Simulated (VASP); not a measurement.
Ag:

```
Ag
1.0
     0.00000    2.06750    2.06750
     2.06750    0.00000    2.06750
     2.06750    2.06750    0.00000
Ag
1
Direct
  0.00000 0.00000 0.00000
```

* Program: VASP 6.6.1
* Task: relaxation of cell and atoms
* Functional: PBE
* Dispersion: D3(BJ)
* Potentials or basis: VASP PAW PBE potentials, release 64 (Ag)
* Cutoff: 600 eV
* k mesh: 18 × 18 × 18
* Occupations: gaussian, width 0.1 eV
* Spin: no spin polarisation

At the start: pressure -4.6 GPa; volume 17.68 Å³/atom.

Problem. Where does the relaxation end?

Solution. Over 3 steps the energy falls by 12.3 meV/atom and the volume is 16.87 Å³/atom (-4.6 %); space group Fm-3m (No. 225, to 0.05 Å).

Step by step:
```tsv
step	energy change (eV)	largest force (eV/Å)	pressure (GPa)	volume (Å³)
1	0.0000	0.0000	-4.60	17.68
2	-0.0076	0.0000	3.35	16.41
3	-0.0123	0.0000	0.00	16.87
```

Final structure:
```
Ag
1.0
     0.00000    2.03550    2.03550
     2.03550    0.00000    2.03550
     2.03550    2.03550    0.00000
Ag
1
Direct
  0.00000 0.00000 0.00000
```

Caveat: pairwise dispersion overbinds metals, which lowers pressure and volume.
